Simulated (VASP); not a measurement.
Input:

```
CeO2
1.0
    0.00000     2.77635     2.77635
    2.77635     0.00000     2.77635
    2.77635     2.77635     0.00000
Ce O
1 2
Direct
  0.00000   0.00000   0.00000
  0.25000   0.25000   0.25000
  0.75000   0.75000   0.75000
```

These are TPSS meta-GGA, VASP's PBE PAW potentials (set 64) (plane waves; VASP 6.6.1) values and carry that method's errors. Settings: 520 eV cut-off, 7×7×7 Γ-centred mesh, Gaussian smearing of 0.050 eV, potentials Ce O.

Problem. Give the stress tensor in GPa (positive for a compressed cell).

Solution. 
```
-9.40   0.00   0.00
 0.00  -9.40   0.00
 0.00   0.00  -9.40
```
The pressure is its mean diagonal, -9.40 GPa.

The compound is CeO2 in the fluorite structure. This cell is one point of a volume scan, at 1.06 of the reference volume. The run is not spin-polarised, so no magnetic state was tried.
